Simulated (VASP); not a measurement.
# Mg6CoBi (Amm2) in VASP: equation of state, part 2 of 2

VASP 6.6.1.

## (6) Equation of state, PBE, collinear spin, ferromagnetic start, 21.97 Å³/atom (volume scaled by 1.04)

Input file INCAR:

```
SYSTEM = Mg6CoBi
  ALGO = Normal
  EDIFF = 1E-7
  ENCUT = 520
  GGA = PE
  ISIF = 2
  ISMEAR = -1
  ISPIN = 2
  LASPH = .TRUE.
  LCHARG = .FALSE.
  LMAXMIX = 4
  LORBIT = 11
  LREAL = .FALSE.
  LWAVE = .FALSE.
  MAGMOM = 0 2 0 0 0 0 0 0
  NBANDS = 32
  NELM = 120
  PREC = Accurate
  SIGMA = 0.05
```

Input file KPOINTS:

```
k-points
0
G
  6 5 5
  0 0 0
```

Input file POSCAR:

```
Mg6CoBi
1.0
    4.9139274639      0.0000000000      0.0000000000
    0.0000000000      3.1912510099      5.6042076566
    0.0000000000     -3.1912510099      5.6042076566
Bi Co Mg
1 1 6
Direct
    0.5000000000      0.6710880000      0.6710880000
    0.0000000000      0.8646570000      0.8646570000
    0.5000000000      0.1697780000      0.1697780000
    0.5000000000      0.6759050000      0.1429530000
    0.5000000000      0.1429530000      0.6759050000
    0.0000000000      0.3324370000      0.3324370000
    0.0000000000      0.8371520000      0.3060300000
    0.0000000000      0.3060300000      0.8371520000
```

Potentials or basis: VASP PAW PBE potentials, release 64 (Bi_d, Co, Mg).

Launch:

```console
$ cat potpaw_PBE.64/Bi_d/POTCAR potpaw_PBE.64/Co/POTCAR potpaw_PBE.64/Mg/POTCAR > POTCAR
$ mpirun -np 1 vasp_std > vasp.out
```

OUTCAR:

```text
SYSTEM = Mg6CoBi
   EDIFF = 1E-7
   ENCUT = 520
   GGA = PE
   ISIF = 2
   ISMEAR = -1
   ISPIN = 2
   LASPH = .TRUE.
   LORBIT = 11
   LREAL = .FALSE.
   NELM = 120
   PREC = Accurate

 Found     36 irreducible k-points:

 Following reciprocal coordinates:
            Coordinates               Weight
  0.000000  0.000000  0.000000      1.000000
  0.166667  0.000000  0.000000      2.000000
  0.333333  0.000000  0.000000      2.000000
  0.500000  0.000000  0.000000      1.000000
  0.000000  0.200000  0.000000      4.000000
  0.166667  0.200000  0.000000      8.000000
   k-points           NKPTS =     36   k-points in BZ     NKDIM =     36   number of bands    NBANDS=     32
   number of dos      NEDOS =    301   number of ions     NIONS =      8
   total plane-waves  NPLWV =  92160
   dimension x,y,z NGX =    40 NGY =   48 NGZ =   48
   dimension x,y,z NGXF=    80 NGYF=   96 NGZF=   96
   ions per type =               1   1   6
   NGX,Y,Z   is equivalent  to a cutoff of  13.53, 12.37, 12.37 a.u.
   NGXF,Y,Z  is equivalent  to a cutoff of  27.07, 24.75, 24.75 a.u.
 SYSTEM =  Mg6CoBi
   PREC   = accura    normal or accurate (medium, high low for compatibility)
   ISTART =      0    job   : 0-new  1-cont  2-samecut
   ICHARG =      2    charge: 1-file 2-atom 10-const
   ISPIN  =      2    spin polarized calculation?
   LNONCOLLINEAR =      F non collinear calculations
   LSORBIT =      F    spin-orbit coupling
   LASPH  =      T    aspherical Exc in radial PAW
   ENCUT  =  520.0 eV  38.22 Ry    6.18 a.u.   9.14 11.99 11.99*2*pi/ulx,y,z
   NELM   =    120;   NELMIN=  2; NELMDL= -5     # of ELM steps
   EDIFF  = 0.1E-06   stopping-criterion for ELM
   LREAL  =      F    real-space projection
   EDIFFG = 0.1E-05   stopping-criterion for IOM
   NSW    =      0    number of steps for IOM
   IBRION =     -1    ionic relax: 0-MD 1-quasi-New 2-CG
   NFREE  =      0    steps in history (QN), initial steepest desc. (CG)
   ISIF   =      2    stress and relaxation
   ISYM   =      2    0-nonsym 1-usesym 2-fastsym
   POTIM  = 0.5000    time-step for ionic-motion
   TEBEG  =    0.0;   TEEND  =   0.0 temperature during run
   PSTRESS=    0.0 pullay stress
   NELECT =      36.0000    total number of electrons
   NUPDOWN=      -1.0000    fix difference up-down
[... 249 lines left out ...]
      1     -18.5566      1.00000
      2     -18.5476      1.00000
      3     -18.5449      1.00000
      4     -18.5434      1.00000
      5     -18.5423      1.00000
      6      -7.1241      1.00000
[... 187 lines left out ...]
     29       8.9845      0.00000
     30       9.6867      0.00000

 [... further k-points ...]

 [bands above 30 left out]

------------------------ aborting loop because EDIFF is reached ----------------------------------------

  FORCE on cell =-STRESS in cart. coord.  units (eV):
  Direction    XX          YY          ZZ          XY          YZ          ZX
  --------------------------------------------------------------------------------------
  -------------------------------------------------------------------------------------
  Total       -1.2483385     -1.3275159     -1.1679392      0.0000000      0.0000000      0.0000000
  in kB      -11.3791287    -12.1008642    -10.6462559      0.0000000      0.0000000      0.0000000
  external PRESSURE =     -11.3754163 kB  Pullay stress =       0.0000000 kB

 VOLUME and BASIS-vectors are now :
 -----------------------------------------------------------------------------
  energy-cutoff  :      520.00
  volume of cell :      175.77
      direct lattice vectors                 reciprocal lattice vectors
     4.913927464  0.000000000  0.000000000     0.203503207  0.000000000  0.000000000
     0.000000000  3.191251010  5.604207657     0.000000000  0.156678368  0.089218678
     0.000000000 -3.191251010  5.604207657     0.000000000 -0.156678368  0.089218678

 POSITION                                       TOTAL-FORCE (eV/Angst)
 -----------------------------------------------------------------------------------
      2.45696      0.00000      7.52183         0.000000      0.000000     -0.056102
      0.00000      0.00000      9.69143         0.000000      0.000000      0.176972
      2.45696      0.00000      1.90294         0.000000      0.000000     -0.039690
      2.45696      1.70078      4.58905         0.000000      0.035098     -0.019453
      2.45696     -1.70078      4.58905         0.000000     -0.035098     -0.019453
      0.00000      0.00000      3.72609         0.000000      0.000000     -0.025277
      0.00000      1.69494      6.40663         0.000000     -0.015876     -0.008498
      0.00000     -1.69494      6.40663         0.000000      0.015876     -0.008498
 -----------------------------------------------------------------------------------
    total drift:                               -0.000000     -0.000000     -0.000489

  FREE ENERGIE OF THE ION-ELECTRON SYSTEM (eV)
  ---------------------------------------------------
  free  energy   TOTEN  =       -19.2943302055 eV

  energy  without entropy=      -19.2547785560  energy(sigma->0) =      -19.27455438

 total charge

# of ion       s       p       d       tot
------------------------------------------
    1        1.494   1.490   9.910  12.893
    2        0.356   0.209   7.314   7.879
    3        0.213   0.129   0.015   0.358
    4        0.201   0.131   0.017   0.350
    5        0.201   0.131   0.017   0.350
    6        0.204   0.132   0.011   0.347
    7        0.202   0.130   0.017   0.349
    8        0.202   0.130   0.017   0.349
--------------------------------------------------
tot          3.075   2.482  17.318  22.875

 magnetization (x)

# of ion       s       p       d       tot
------------------------------------------
    1        0.007  -0.009   0.000  -0.001
    2        0.017   0.000   1.277   1.294
    3        0.002   0.004  -0.000   0.005
    4       -0.004  -0.004  -0.001  -0.009
    5       -0.004  -0.004  -0.001  -0.009
    6       -0.003  -0.004  -0.000  -0.008
    7       -0.001  -0.002  -0.001  -0.004
    8       -0.001  -0.002  -0.001  -0.004
--------------------------------------------------
tot          0.012  -0.020   1.273   1.265
```

stdout:

```text
POSCAR found type information on POSCAR BiCoMg
 POSCAR found :  3 types and       8 ions
 scaLAPACK will be used
 LDA part: xc-table for (Slater+PW92), standard interpolation
 POSCAR, INCAR and KPOINTS ok, starting setup
 FFT: planning ... GRIDC
 FFT: planning ... GRID_SOFT
 FFT: planning ... GRID
 WAVECAR not read
 entering main loop
```

Wall time 11 min (1 thread of Intel Xeon Platinum 8488C (Sapphire Rapids), shared host); peak memory 0.58 GiB.

What came out:

- Free energy: -19.2943 eV
- Pressure: -1.1 GPa
- Largest force: 0.177 eV/Å
- Band gap on the k mesh: none (metal or under the smearing width)
- Net moment: 1.14 μB per cell
- Site moments: Bi -0.00; Co +1.29; Mg +0.01, -0.01, -0.00 μB
- Valence electrons inside the program's atomic spheres: Bi 12.89; Co 7.88; Mg 0.36, 0.35

Caveat: spin-orbit coupling is left out, which moves the levels of the heavy elements.

## (7) Equation of state, PBE, collinear spin, ferromagnetic start

Potentials or basis: VASP PAW PBE potentials, release 64 (Bi_d, Co, Mg).

This step only gathers the single runs of the series.

What came out:

```yaml
Equilibrium_volume: 21.38 Å³/atom
Bulk_modulus_at_fixed_shape_and_positions: 44 GPa
Pressure_derivative_of_the_bulk_modulus: 4.1
```

Energy against volume, from the lowest point:
| volume (Å³/atom) | energy (meV/atom) |
| --- | --- |
| 19.858 | 16.48 |
| 20.281 | 8.20 |
| 20.703 | 2.87 |
| 21.126 | 0.23 |
| 21.548 | 0.00 |
| 21.971 | 1.97 |

Caveat: the cell was scaled at fixed shape and fractional positions, which overstates the stiffness of a crystal with free parameters, most of all of layers and chains; spin-orbit coupling is left out, which moves the levels of the heavy elements.
